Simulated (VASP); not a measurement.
**A VASP study of Bi2Pd (Urvantsevite) (PBEsol): structure first, properties next**

What structure and properties does PBEsol give Bi2Pd (Urvantsevite), and how near are they to the measured ones? The steps: relaxing cell and atoms (PBEsol), second relaxation, density, ELF and potential (PBEsol), bands along the symmetry lines (PBEsol), total and projected DOS (PBEsol), vibrations at Γ (PBEsol), field gradients at the nuclei (PBEsol) and ionic relaxation at fixed cell (PBEsol), changed input. The start is a cell from a database of measured crystal structures.

Calculated with VASP 6.6.1; PBEsol; plane waves and PAW (Bi_d, Pd).

**What experiment says.**

For Bi2Pd, tetragonal beta phase (quenched self-flux single crystals), “Low-temperature thermal expansion of the topological material candidates beta-PtBi2 and beta-Bi2Pd” (2022, arxiv:2204.02327) gives, by X-ray diffraction: lattice constant a (tetragonal a) 3.369 ± 0.006 Å; lattice constant c (tetragonal c) 12.98 ± 0.02 Å.

## 1. Set-up

Before any relaxation, the start is as follows. Symmetry: I4/mmm, No. 139, tetragonal system. The conventional cell has a = 3.362 Å, b = 3.362 Å, c = 12.983 Å, α = 90.00°, β = 90.00°, γ = 90.00°. Nearest to Bi lie 4 Pd at 2.97 Å. Nearest to Pd lie 8 Bi at 2.97 Å. Farther neighbours are not listed.

## 2. Relaxing cell and atoms (PBEsol)

The start need not lie at this functional's minimum. ISIF = 3 frees volume, shape and positions, and EDIFFG sets the threshold on forces and stress at which the search stops. PBEsol restores the gradient expansion of exchange and is tuned for the cells of solids.

INCAR reads:

```
SYSTEM = Bi2Pd
PREC = Accurate
ENCUT = 400
EDIFF = 1E-06
NELM = 100
ISMEAR = 1
SIGMA = 0.2
LREAL = .FALSE.
ALGO = Normal
GGA = PS
NBANDS = 26
LASPH = .TRUE.
LORBIT = 11
LWAVE = .FALSE.
LCHARG = .FALSE.
KPAR = 2
IBRION = 2
NSW = 60
ISIF = 3
EDIFFG = -0.01
```

POSCAR reads:

```
Bi2Pd
1.0
   -1.6810000000      1.6810000000      6.4915000000
    1.6810000000     -1.6810000000      6.4915000000
    1.6810000000      1.6810000000     -6.4915000000
Bi Pd
2 1
Direct
    0.3630000000      0.3630000000      0.0000000000
    0.6370000000      0.6370000000      0.0000000000
    0.0000000000      0.0000000000      0.0000000000
```

KPOINTS reads:

```
Automatic mesh
0
Gamma
9 9 9
0 0 0
```

Potentials, in the order of the species: Bi_d and Pd (PBE family, release 64).

The run is started by

```bash
$ mpirun -np 2 vasp_std
```

The log of the run:

```text
[banner, memory and clock lines left out]
running    2 mpi-ranks, on    1 nodes
 distrk:  each k-point on    1 cores,    2 groups
 distr:  one band on    1 cores,    1 groups

 POSCAR found type information on POSCAR BiPd
 POSCAR found :  2 types and       3 ions
|                                                                             |
|               ----> ADVICE to this user running VASP <----                  |
|                                                                             |
|     You enforced a specific xc type in the INCAR file but a different       |
|     [... a line on the potential file left out ...]
|     I HOPE YOU KNOW WHAT YOU ARE DOING!                                     |
|                                                                             |

 LDA part: xc-table for (Slater+PW92), standard interpolation
 POSCAR, INCAR and KPOINTS ok, starting setup
 FFT: planning ... GRIDC
 FFT: planning ... GRID_SOFT
 FFT: planning ... GRID
 WAVECAR not read
 entering main loop
       N       E                     dE             d eps       ncg     rms          rms(c)
DAV:   1     0.376453581947E+03    0.37645E+03   -0.18116E+04  3926   0.159E+03
DAV:   2     0.169833522778E+02   -0.35947E+03   -0.35270E+03  3948   0.437E+02
DAV:   3    -0.144754134372E+02   -0.31459E+02   -0.31098E+02  4812   0.148E+02
DAV:   4    -0.154487671199E+02   -0.97335E+00   -0.97111E+00  4734   0.275E+01
DAV:   5    -0.154842537877E+02   -0.35487E-01   -0.35482E-01  5298   0.469E+00    0.441E+00
DAV:   6    -0.153014192087E+02    0.18283E+00   -0.31718E-01  4332   0.448E+00    0.223E+00
DAV:   7    -0.152649899286E+02    0.36429E-01   -0.16066E-01  4544   0.297E+00    0.872E-01
DAV:   8    -0.152577608760E+02    0.72291E-02   -0.55597E-02  4114   0.151E+00    0.379E-01
DAV:   9    -0.152568795016E+02    0.88137E-03   -0.58326E-03  5106   0.649E-01    0.710E-02
DAV:  10    -0.152568121642E+02    0.67337E-04   -0.56376E-04  4276   0.180E-01    0.292E-02
DAV:  11    -0.152568120530E+02    0.11124E-06   -0.76002E-05  5236   0.647E-02    0.588E-03
DAV:  12    -0.152568113322E+02    0.72072E-06   -0.49979E-06  3738   0.191E-02
   1 F= -.15256811E+02 E0= -.15255448E+02  d E =-.152568E+02
 curvature:   0.00 expect dE= 0.000E+00 dE for cont linesearch  0.000E+00
 trial: gam= 0.00000 g(F)=  0.210E-02 g(S)=  0.207E-01 ort = 0.000E+00 (trialstep = 0.100E+01)
 search vector abs. value=  0.228E-01
 bond charge predicted
       N       E                     dE             d eps       ncg     rms          rms(c)
DAV:   1    -0.157820429417E+02   -0.52523E+00   -0.12562E+01  4250   0.434E+01    0.442E+00
DAV:   2    -0.153916500791E+02    0.39039E+00   -0.25952E+00  4182   0.152E+01    0.220E+00
DAV:   3    -0.152738476833E+02    0.11780E+00   -0.43236E-01  4454   0.661E+00    0.796E-01
DAV:   4    -0.152567974498E+02    0.17050E-01   -0.11109E-01  5356   0.367E+00    0.172E-01
DAV:   5    -0.152566184121E+02    0.17904E-03   -0.57103E-03  4302   0.662E-01    0.102E-01
DAV:   6    -0.152568162810E+02   -0.19787E-03   -0.16086E-03  4630   0.252E-01    0.308E-02
DAV:   7    -0.152568429768E+02   -0.26696E-04   -0.20042E-04  5206   0.146E-01    0.194E-02
DAV:   8    -0.152568349588E+02    0.80179E-05   -0.28984E-05  4420   0.539E-02    0.263E-03
DAV:   9    -0.152568350895E+02   -0.13069E-06   -0.15183E-06  2786   0.910E-03
   2 F= -.15256835E+02 E0= -.15255544E+02  d E =-.237573E-04
[...]
3 F= -.15262721E+02 E0= -.15261387E+02  d E =-.590941E-02
[...]
4 F= -.15263298E+02 E0= -.15261959E+02  d E =-.577729E-03
 trial-energy change:   -0.000578  1 .order   -0.000585   -0.000716   -0.000453
 step:   2.4526(harm=  2.4526)  dis= 0.00424  next Energy=   -15.263695 (dE=-0.975E-03)
 bond charge predicted
       N       E                     dE             d eps       ncg     rms          rms(c)
DAV:   1    -0.152705192201E+02   -0.72199E-02   -0.41866E-01  4332   0.466E+00    0.427E-01
DAV:   2    -0.152660343679E+02    0.44849E-02   -0.15433E-02  4626   0.131E+00    0.252E-01
DAV:   3    -0.152636452553E+02    0.23891E-02   -0.54078E-03  5502   0.814E-01    0.492E-02
DAV:   4    -0.152636884464E+02   -0.43191E-04   -0.11361E-03  4264   0.299E-01    0.324E-02
DAV:   5    -0.152636764138E+02    0.12033E-04   -0.85914E-05  4864   0.850E-02    0.125E-02
DAV:   6    -0.152636745378E+02    0.18759E-05   -0.58998E-06  4306   0.327E-02    0.369E-03
DAV:   7    -0.152636746190E+02   -0.81126E-07   -0.12417E-06  2116   0.102E-02
   5 F= -.15263675E+02 E0= -.15262349E+02  d E =-.953873E-03
 curvature:  -1.27 expect dE=-0.757E-05 dE for cont linesearch -0.623E-06
 trial: gam= 0.02131 g(F)=  0.467E-05 g(S)=  0.130E-05 ort =-0.201E-04 (trialstep = 0.121E+01)
 search vector abs. value=  0.548E-05
 reached required accuracy - stopping structural energy minimisation
```

The job ended after 5.2 min (2 MPI ranks of AMD EPYC 9R45, shared host; peak memory 0.75 GiB; 8.4 min of CPU time).

The logs omit lines about the potential files and the build; timing stands in the text.

OUTCAR, selected parts (step 2):

```text
ion  position               nearest neighbor table
   1  0.363  0.363  0.000-   3 2.97   3 2.97   3 2.97   3 2.97   2 3.56   2 3.78   2 3.78   2 3.78
                             2 3.78
   2  0.637  0.637  0.000-   3 2.97   3 2.97   3 2.97   3 2.97   1 3.56   1 3.78   1 3.78   1 3.78
                             1 3.78
   3  0.000  0.000  0.000-   2 2.97   2 2.97   2 2.97   1 2.97   2 2.97   1 2.97   1 2.97   1 2.97

  LATTYP: Found a body centered tetragonal cell.
 ALAT       =     3.3620000000
 C/A-ratio  =     3.8616894706

 Subroutine GETGRP returns: Found 16 space group operations
 (whereof 16 operations were pure point group operations)

The static configuration has the point symmetry D_4h.

 Found     75 irreducible k-points:

   k-points           NKPTS =     75   k-points in BZ     NKDIM =     75   number of bands    NBANDS=     26

   dimension x,y,z NGX =    48 NGY =   48 NGZ =   48
   dimension x,y,z NGXF=    96 NGYF=   96 NGZF=   96

   ENCUT  =  400.0 eV  29.40 Ry    5.42 a.u.  11.27 11.27 11.27*2*pi/ulx,y,z

   NELECT =      40.0000    total number of electrons

 k-points in reciprocal lattice and weights: Automatic mesh
   0.00000000  0.00000000  0.00000000       0.001
   0.11111111 -0.00000000  0.00000000       0.011
   0.22222222 -0.00000000  0.00000000       0.011
   0.33333333 -0.00000000  0.00000000       0.011
   0.44444444 -0.00000000  0.00000000       0.011
   0.11111111  0.11111111  0.00000000       0.011
   0.22222222  0.11111111  0.00000000       0.022
   0.33333333  0.11111111 -0.00000000       0.022
   0.44444444  0.11111111  0.00000000       0.022
[...]
-0.44444444  0.44444444  0.44444444       0.005
  -0.44444444 -0.44444444  0.44444444       0.003

 average (electrostatic) potential at core
       1-101.7570       2-101.7570       3 -71.5595

 E-fermi :   9.2116

 k-point     1 :       0.0000    0.0000    0.0000
  band No.  band energies     occupation
    ...
     14       5.2103      2.00000
     15       5.9412      2.00000
     16       5.9412      2.00000
     17       6.3779      2.00000
     18       6.5533      2.00000
     19      11.0376     -0.00000
     20      11.5932     -0.00000
     21      11.5932     -0.00000
     22      12.3502     -0.00000
     23      12.3502     -0.00000
    ...

 k-point     2 :       0.1111   -0.0000    0.0000
  band No.  band energies     occupation
    ...
     14       5.2394      2.00000
     15       5.8598      2.00000
     16       5.9871      2.00000
     17       6.3823      2.00000
     18       6.4475      2.00000
     19       9.7490     -0.00096
     20      10.2798     -0.00000
     21      11.7862     -0.00000
     22      11.9584     -0.00000
     23      12.5293     -0.00000
    ...

 k-point     3 :       0.2222   -0.0000    0.0000
  band No.  band energies     occupation
    ...
     16       6.1016      2.00000
     17       6.2059      2.00000
     18       6.3484      2.00000
     19       7.6529      2.00000
     20       8.4559      2.00000
     21      11.9700     -0.00000
     22      12.2708     -0.00000
     23      13.0462     -0.00000
     24      15.4127      0.00000
     25      16.0319      0.00000
    ...

  Total        0.0052633      0.0052633      0.0050275      0.0000000      0.0000000     -0.0000000
  in kB        0.1165807      0.1165807      0.1113585      0.0000000      0.0000000     -0.0000000
  external PRESSURE =       0.1148400 kB  Pullay stress =       0.0000000 kB

  energy-cutoff  :      400.00
  volume of cell :       72.33
      direct lattice vectors                 reciprocal lattice vectors
    -1.679793215  1.679793215  6.408696264     0.000000000  0.297655685  0.078018988
     1.679793215 -1.679793215  6.408696264     0.297655685  0.000000000  0.078018988
     1.679793215  1.679793215 -6.408696264     0.297655685  0.297655685  0.000000000

 POSITION                                       TOTAL-FORCE (eV/Angst)
 -----------------------------------------------------------------------------------
      0.00000      0.00000      4.66045        -0.000000     -0.000000     -0.006954
      0.00000      0.00000      8.15694         0.000000      0.000000      0.006954
      0.00000      0.00000      0.00000        -0.000000     -0.000000     -0.000000
 -----------------------------------------------------------------------------------
    total drift:                                0.000000     -0.000000      0.000000

  FREE ENERGIE OF THE ION-ELECTRON SYSTEM (eV)
  ---------------------------------------------------
  free  energy   TOTEN  =       -15.2636746190 eV

  energy  without entropy=      -15.2596984520  energy(sigma->0) =      -15.26234923

 reached required accuracy - stopping structural energy minimisation

 total charge
# of ion       s       p       d       tot
------------------------------------------
    1        1.542   1.296   9.938  12.776
    2        1.542   1.296   9.938  12.776
    3        0.408   0.396   8.615   9.419
--------------------------------------------------
tot          3.492   2.988  28.491  34.971

[... 3 further parts left out ...]
```

The PAW data sets were made with PBE, which is usual practice but a small mismatch for other functionals. The run keeps the 16 symmetry operations of its start, so it cannot find a distortion of lower symmetry.

Relaxation path:

```csv
step,energy less that of the first step (eV),largest force (eV/Å),pressure (GPa),volume (Å³)
1,0.0000,0.1475,-1.41,73.37
2,0.0000,0.0961,1.69,71.12
3,-0.0059,0.0307,0.08,72.22
4,-0.0065,0.0168,0.07,72.26
5,-0.0069,0.0070,0.01,72.33
```

```csv
"conventional cell, symmetrised",before,after,change
a (Å),3.362,3.360,-0.1 %
b (Å),3.362,3.360,-0.1 %
c (Å),12.983,12.817,-1.3 %
volume (Å³/atom),24.46,24.11,-1.4 %
```

Final coordinates:

```xyz
3
Lattice="-1.6798 1.6798 6.4087 1.6798 -1.6798 6.4087 1.6798 1.6798 -6.4087" Properties=species:S:1:pos:R:3 pbc="T T T"
Bi    0.0000    0.0000    4.6605
Bi    0.0000    0.0000    8.1569
Pd    0.0000    0.0000    0.0000
```

This step gave:

| Quantity | Value |
| --- | --- |
| electrons | 40 |
| bands | 26 |
| irreducible k-points | 75 |
| symmetry operations | 16 |
| free energy (TOTEN) | -15.26 eV |
| energy at zero smearing | -15.26 eV |
| Fermi energy | 9.212 eV |
| pressure | 0.01148 GPa |
| metallic | yes |
| SCF cycles over all ionic steps | 42 |

It ends with a largest force of 0.007 eV/Å and a pressure of 0.01 GPa. The volume lies -1.4 % from that of the database's start, which holds the thermal and zero-point expansion of its experiment.

## 3. Second relaxation

A relaxation keeps the plane waves of the cell it began with, so it is repeated from the new cell, on a basis made for it.

INCAR is that of step 2.

POSCAR reads:

```
Bi2Pd
1.0
   -1.6797932146      1.6797932146      6.4086962640
    1.6797932146     -1.6797932146      6.4086962640
    1.6797932146      1.6797932146     -6.4086962640
Bi Pd
2 1
Direct
    0.3636036828      0.3636036828      0.0000000000
    0.6363963172      0.6363963172      0.0000000000
    0.0000000000      0.0000000000      0.0000000000
```

KPOINTS is that of step 2.

The run is started by

```bash
$ mpirun -np 2 vasp_std
```

The log of the run:

```text
[banner, memory and clock lines left out]
running    2 mpi-ranks, on    1 nodes
 distrk:  each k-point on    1 cores,    2 groups
 distr:  one band on    1 cores,    1 groups

 POSCAR found type information on POSCAR BiPd
 POSCAR found :  2 types and       3 ions
 [... a notice as in an earlier step ...]

 LDA part: xc-table for (Slater+PW92), standard interpolation
 POSCAR, INCAR and KPOINTS ok, starting setup
 FFT: planning ... GRIDC
 FFT: planning ... GRID_SOFT
 FFT: planning ... GRID
 WAVECAR not read
 entering main loop
       N       E                     dE             d eps       ncg     rms          rms(c)
DAV:   1     0.376916694253E+03    0.37692E+03   -0.18008E+04  3934   0.160E+03
DAV:   2     0.165940688511E+02   -0.36032E+03   -0.35347E+03  3986   0.437E+02
DAV:   3    -0.144914386632E+02   -0.31086E+02   -0.30657E+02  4790   0.147E+02
DAV:   4    -0.154522581171E+02   -0.96082E+00   -0.95944E+00  4792   0.274E+01
DAV:   5    -0.154888341350E+02   -0.36576E-01   -0.36574E-01  5350   0.472E+00    0.466E+00
DAV:   6    -0.153086808939E+02    0.18015E+00   -0.32843E-01  4322   0.459E+00    0.237E+00
DAV:   7    -0.152724167708E+02    0.36264E-01   -0.16864E-01  4554   0.310E+00    0.979E-01
DAV:   8    -0.152633983248E+02    0.90184E-02   -0.62193E-02  4160   0.160E+00    0.372E-01
DAV:   9    -0.152625379865E+02    0.86034E-03   -0.61463E-03  5130   0.671E-01    0.703E-02
DAV:  10    -0.152624750524E+02    0.62934E-04   -0.59025E-04  4246   0.184E-01    0.280E-02
DAV:  11    -0.152624740503E+02    0.10021E-05   -0.73021E-05  5082   0.617E-02    0.521E-03
DAV:  12    -0.152624735004E+02    0.54993E-06   -0.42465E-06  3846   0.176E-02
   1 F= -.15262474E+02 E0= -.15261148E+02  d E =-.152625E+02
 curvature:   0.00 expect dE= 0.000E+00 dE for cont linesearch  0.000E+00
 trial: gam= 0.00000 g(F)=  0.444E-05 g(S)=  0.344E-05 ort = 0.000E+00 (trialstep = 0.100E+01)
 search vector abs. value=  0.788E-05
 reached required accuracy - stopping structural energy minimisation
```

Wall time 78 s (2 MPI ranks); peak memory 0.68 GiB; 2.3 min of CPU time.

Parts of OUTCAR (step 3):

```text
  LATTYP: Found a body centered tetragonal cell.
 ALAT       =     3.3595864292
 C/A-ratio  =     3.8151697532

The static configuration has the point symmetry D_4h.

 Found     75 irreducible k-points:

   ENCUT  =  400.0 eV  29.40 Ry    5.42 a.u.  11.15 11.15 11.15*2*pi/ulx,y,z

   NELECT =      40.0000    total number of electrons

 E-fermi :   9.2116

 k-point     1 :       0.0000    0.0000    0.0000
  band No.  band energies     occupation
    ...
     14       5.2102      2.00000
     15       5.9410      2.00000
     16       5.9410      2.00000
     17       6.3777      2.00000
     18       6.5532      2.00000
     19      11.0376     -0.00000
     20      11.5933     -0.00000
     21      11.5933     -0.00000
     22      12.3502     -0.00000
     23      12.3502     -0.00000
    ...

 k-point     2 :       0.1111    0.0000   -0.0000
  band No.  band energies     occupation
    ...
     14       5.2394      2.00000
     15       5.8597      2.00000
     16       5.9870      2.00000
     17       6.3822      2.00000
     18       6.4474      2.00000
     19       9.7491     -0.00096
     20      10.2798     -0.00000
     21      11.7862     -0.00000
     22      11.9584     -0.00000
     23      12.5294     -0.00000
    ...

  Total        0.0034501      0.0034501     -0.0137923      0.0000000     -0.0000000      0.0000000
  in kB        0.0764185      0.0764185     -0.3054971      0.0000000     -0.0000000      0.0000000
  external PRESSURE =      -0.0508867 kB  Pullay stress =       0.0000000 kB

 POSITION                                       TOTAL-FORCE (eV/Angst)
 -----------------------------------------------------------------------------------
      0.00000      0.00000      4.66045         0.000000      0.000000     -0.006782
      0.00000      0.00000      8.15694        -0.000000     -0.000000      0.006782
      0.00000      0.00000      0.00000         0.000000      0.000000     -0.000000
 -----------------------------------------------------------------------------------
    total drift:                                0.000000     -0.000000      0.000000

  FREE ENERGIE OF THE ION-ELECTRON SYSTEM (eV)
  ---------------------------------------------------
  free  energy   TOTEN  =       -15.2624735004 eV

  energy  without entropy=      -15.2584972665  energy(sigma->0) =      -15.26114809

[... 6 parts as in an earlier step ...]

[... 7 further parts left out ...]
```

Little changed from the start: no atom moved by 0.005 Å and no cell edge by 0.1 %.

Numbers from this step:

| Quantity | Value |
| --- | --- |
| pressure | -0.005089 GPa |
| SCF cycles over all ionic steps | 12 |

It ends with a largest force of 0.007 eV/Å and a pressure of -0.01 GPa. The volume moved by under 0.01 %: the run met its threshold at the first step.

[end of part 1 of 4]

[Lines on the potential files, build, host, timing and source positions are cut from VASP's logs without a mark.]

[Logs are printed without paths, hosts, clocks, repeated set-up lines and the standing remarks that a program may print on its own settings, such as how far it seeks lower states.]

[Hosts, paths, dates, database ids (printed as entryN), source tags and the programs' standing remarks are cut or masked in the printed files.]

[A measured line is paired with the nearest computed mode of its activity, which favours agreement.]
